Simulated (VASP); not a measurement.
VASP ran on this input.

KPOINTS:
```
Automatic mesh
0
Gamma
12 12 12
0 0 0
```

### INCAR
```
SYSTEM = In
PREC = Accurate
ENCUT = 400
EDIFF = 1E-6
NELM = 100
ALGO = Normal
LREAL = .FALSE.
LASPH = .TRUE.
ISMEAR = 1
SIGMA = 0.1
GGA = PE
LMAXMIX = 4
LWAVE = .FALSE.
LCHARG = .FALSE.
ISIF = 2
NBANDS = 4
```

File POSCAR:
```
In
1
   -1.6250000000     1.6250000000     2.4750000000
    1.6250000000    -1.6250000000     2.4750000000
    1.6250000000     1.6250000000    -2.4750000000
In
1
Direct
  0.0000000000   0.0000000000   0.0000000000
```

POTCAR, in this order: In_d (PBE.64 set). Program: vasp_std.

What VASP printed:

**standard output**
```
 POSCAR found type information on POSCAR In
 POSCAR found :  1 types and       1 ions
 Reading from existing POTCAR
 Reading from existing POTCAR
 LDA part: xc-table for (Slater+PW92), standard interpolation

 -----------------------------------------------------------------------------
|                                                                             |
|     EEEEEEE  RRRRRR   RRRRRR   OOOOOOO  RRRRRR      ###     ###     ###     |
|     E        R     R  R     R  O     O  R     R     ###     ###     ###     |
|     E        R     R  R     R  O     O  R     R     ###     ###     ###     |
|     EEEEE    RRRRRR   RRRRRR   O     O  RRRRRR       #       #       #      |
|     E        R   R    R   R    O     O  R   R                               |
|     E        R    R   R    R   O     O  R    R      ###     ###     ###     |
|     EEEEEEE  R     R  R     R  OOOOOOO  R     R     ###     ###     ###     |
|                                                                             |
|     The number of bands is not sufficient to hold all electrons. I am       |
|     sorry, but this calculation does not make sense. If you want to         |
|     calculate only selected states, you need to set either EFERMI or        |
|     EREF. EREF specifies around which energy states are supposed to be      |
|     calculated.                                                             |
|     I found NBANDS = 4, NELECT = 13.                                        |
|                                                                             |
|       ---->  I REFUSE TO CONTINUE WITH THIS SICK JOB ... BYE!!! <----       |
|                                                                             |
 -----------------------------------------------------------------------------
```

Problem. Read input and log: which fault does this run have?
A. selective dynamics freezes every atom
B. molecular dynamics (IBRION = 0) was asked for without POTIM
C. LEPSILON was set for a metal
D. NBANDS is too small to hold all electrons

Solution. D, NBANDS is too small to hold all electrons. VASP stops with an error: The number of bands is not sufficient to hold all electrons. I am sorry, but this calculation does not make sense. If you want to calculate only selected states, you need to set either EFERMI or EREF. EREF specifies around which energy states are supposed to be calculated. I found NBANDS = 4, NELECT = 13. ----> I REFUSE TO CONTINUE WITH THIS SICK JOB ... BYE!!! <----

To mend it, remove NBANDS.

The mended run (PBE GGA, plane waves, VASP's PBE PAW potentials (set 64)) converges, and its OSZICAR ends with
```
   1 F= -.25508915E+01 E0= -.25508741E+01  d E =-.521617E-04
```

The compound is In in the bct structure. The cell was not relaxed at this level.
